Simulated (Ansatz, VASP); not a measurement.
One calculation of NaBeF3, two programs

File INCAR:

```
PREC = Accurate
ENCUT = 520
EDIFF = 1E-7
ISMEAR = 0
SIGMA = 0.1
LREAL = False
LASPH = True
NELM = 80
ALGO = Normal
ISIF = 2
LWAVE = False
LCHARG = False
GGA = PE
NBANDS = 23
```

File KPOINTS:

```
regular mesh
0
Gamma
  4 4 4
```

File POSCAR:

```
NaBeF3
1.0
    3.9471500000      0.0000000000      0.0000000000
    0.0000000000      3.9471500000      0.0000000000
    0.0000000000      0.0000000000      3.9471500000
Na Be F
1 1 3
Direct
    0.0000000000      0.0000000000      0.0000000000
    0.5000000000      0.5000000000      0.5000000000
    0.0000000000      0.5000000000      0.5000000000
    0.5000000000      0.0000000000      0.5000000000
    0.5000000000      0.5000000000      0.0000000000
```

Input for Ansatz:

```yaml
crystal:
  lattice:
    - [3.94715, 0.0, 0.0]
    - [0.0, 3.94715, 0.0]
    - [0.0, 0.0, 3.94715]
  atoms:
    - { symbol: Na, position: [0.0, 0.0, 0.0] }
    - { symbol: Be, position: [0.5, 0.5, 0.5] }
    - { symbol: F, position: [0.0, 0.5, 0.5] }
    - { symbol: F, position: [0.5, 0.0, 0.5] }
    - { symbol: F, position: [0.5, 0.5, 0.0] }
basis:
  ecutwfc: 420
kpoints:
  mp_grid: { grid: [4, 4, 4] }
hamiltonian:
  xc: pbe
scf:
  occupations: { method: gaussian, width: 0.1 }
  lower_state_search: "off"
output:
  forces: true
  stress: true
  eigenvalues: true
```

Change from the starting cell: species swapped into the HoBRh3 type (Pm-3m, No. 221).

Alike in both runs: task single point; functional PBE; k mesh 4 × 4 × 4; occupations gaussian, width 0.1 eV; no spin polarisation.

```csv
,VASP,Ansatz
version,VASP 6.6.1,Ansatz 0.2.0
potentials or method,"VASP PAW PBE potentials, release 64 (Na_pv, Be, F)","scalar-relativistic, plane waves, PAW"
plane-wave cutoff (eV),520,420
valence electrons in the cell,30,32
```

```csv
,VASP,Ansatz,Ansatz less VASP
gap on the k mesh at the Fermi level (eV),5.36,5.38,+0.019
least direct gap on the mesh (eV),5.85,5.87,+0.017
pressure (GPa),-16.6,-16.4,+0.25
```

The two sets of potentials don't hold the same shells in valence.

Caveats: so large a pressure means that the cell lies far from this level's equilibrium, or that cutoff or potentials fall short (VASP). A k mesh can miss the band edges.
